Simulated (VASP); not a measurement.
BaSi₂ (relaxed from the AlB2 structure, space group P6/mmm): computed properties

Calculation: PBEsol GGA, VASP's PBE PAW potentials (set 64) (plane waves; VASP).

```yaml
space_group: P6/mmm (191)
cell: a = 4.104 Å, b = 4.104 Å, c = 5.026 Å, α = 90.00°, β = 90.00°, γ = 120.00°
volume_per_atom: 24.43 Å³/atom
band gap (over mesh and band path): none (metal, semimetal or under 0.01 eV)
density: 4.38 g/cm³
```

```cif
data_BaSi2
_chemical_formula_sum 'Ba1 Si2'
_space_group_name_H-M_alt 'P 1'
_space_group_IT_number 1
_cell_length_a 4.10355
_cell_length_b 4.10355
_cell_length_c 5.02551
_cell_angle_alpha 90.000
_cell_angle_beta 90.000
_cell_angle_gamma 120.000
loop_
_space_group_symop_operation_xyz
  'x, y, z'
loop_
_atom_site_label
_atom_site_type_symbol
_atom_site_fract_x
_atom_site_fract_y
_atom_site_fract_z
_atom_site_occupancy
Ba1 Ba 0.00000 0.00000 0.00000 1
Si1 Si 0.33333 0.66667 0.50000 1
Si2 Si 0.66667 0.33333 0.50000 1
```

Unless said otherwise, spin-orbit coupling is left out, though it shifts the bands of the heavy elements here.

The structure was generated: BaSi2 was put into the AlB2 type (P6/mmm), which need not be its known phase. It was relaxed first, which changed the volume by +15 %. Symmetry was kept, so distortions that lower it aren't found.
